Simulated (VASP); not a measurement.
Given:

```yaml
crystal:
  lattice:
    - [4.45656, 0.00000, 0.00000]
    - [-2.22828, 3.85950, 0.00000]
    - [0.00000, 0.00000, 7.33453]
  atoms:
    - { symbol: In, position: [0.33333, 0.66667, 0.00060] }
    - { symbol: In, position: [0.66667, 0.33333, 0.50060] }
    - { symbol: Sb, position: [0.33333, 0.66667, 0.37440] }
    - { symbol: Sb, position: [0.66667, 0.33333, 0.87440] }
```

Level of theory: PBEsol GGA, VASP's PBE PAW potentials (set 64) (plane waves; VASP). Numerical set-up: 500 eV cut-off, 6×6×3 Γ-centred mesh, Gaussian smearing of 0.050 eV, potentials In_d Sb.

Unless said otherwise, spin-orbit coupling is left out, though it shifts the bands of the heavy elements here.

Q: What does the run give for the energy per atom (σ→0), pressure, band gap (on the k-mesh) with the smallest direct gap where there is one?

A: 
| Property | Value |
|---|---|
| band gap (on the k-mesh) | 0.20 eV |
| smallest direct gap (on the k-mesh) | 0.20 eV |
| energy per atom (σ→0) | -3.788 eV/atom |
| pressure | 4.97 GPa |

Only differences to runs with the same potentials and settings are physical.

The structure was generated: InSb was put into the wurtzite type (P6_3mc), which need not be its known phase. It was relaxed first under an external pressure of 5 GPa.
